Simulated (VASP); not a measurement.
Here is the system:

```
AlN
1.0
    0.00000     2.20055     2.20055
    2.20055     0.00000     2.20055
    2.20055     2.20055     0.00000
Al N
1 1
Direct
  0.00000   0.00000   0.00000
  0.25000   0.25000   0.25000
```

All values below come from PBE GGA, VASP's PBE PAW potentials (set 64) (plane waves; VASP). Settings: 600 eV cut-off, 10×10×10 Γ-centred mesh, Gaussian smearing of 0.050 eV, potentials Al N.

**Question.** Estimate the energy per atom (σ→0), band gap (on the k-mesh) with the smallest direct gap where there is one.

**Answer.** 
| Item | Result |
|---|---|
| band gap (on the k-mesh) | 3.31 eV |
| smallest direct gap (on the k-mesh) | 4.00 eV |
| energy per atom (σ→0) | -7.424 eV/atom |

Only differences to runs with the same potentials and settings are physical.

The compound is AlN in the zinc blende structure, a metastable form; wurtzite is the usual one. It was relaxed first.
